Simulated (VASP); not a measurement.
Given:

```yaml
crystal:
  lattice:
    - [3.74500, 0.00000, 0.00000]
    - [-1.87250, 3.24327, 0.00000]
    - [0.00000, 0.00000, 5.21961]
  atoms:
    - { symbol: Ge, position: [0.00000, 0.00000, 0.00000] }
    - { symbol: Ge, position: [0.00000, 0.00000, 0.50000] }
    - { symbol: Si, position: [0.33333, 0.66667, 0.25000] }
    - { symbol: Si, position: [0.66667, 0.33333, 0.75000] }
```

Computed with PBE GGA, VASP's PBE PAW potentials (set 64) (plane waves; VASP). Numerical set-up: 400 eV cut-off, 9×9×6 Γ-centred mesh, first-order Methfessel-Paxton smearing of 0.10 eV, potentials Ge_d Si.

Task: Give the stress tensor in GPa (positive for a compressed cell).

Result: 
```
14.08   0.00   0.00
 0.00  14.08   0.00
 0.00   0.00  29.09
```
The pressure is its mean diagonal, 19.09 GPa.

The structure was generated: SiGe was put into the NiAs type (P6_3/mmc), which need not be its known phase. The cell was not relaxed at this level.
